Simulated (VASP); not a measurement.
Data:

```xyz
2
Lattice="0.0000 2.6055 2.6055 2.6055 0.0000 2.6055 2.6055 2.6055 0.0000" Properties=species:S:1:pos:R:3 pbc="T T T"
Sr     0.0000     0.0000     0.0000
O      2.6055     2.6055     2.6055
```

Calculation: SCAN meta-GGA, VASP's PBE PAW potentials (set 64) (plane waves; VASP). Settings: 520 eV cut-off, 9×9×9 Γ-centred mesh, Gaussian smearing of 0.050 eV, potentials Sr_sv O.

Question: Give the stress tensor in GPa (positive for a compressed cell).

Answer: 
```
-2.70   0.00   0.00
 0.00  -2.70   0.00
 0.00   0.00  -2.70
```
The pressure is its mean diagonal, -2.70 GPa.

The compound is SrO in the rock salt structure. This cell is one point of a volume scan, at 1.03 of the reference volume.
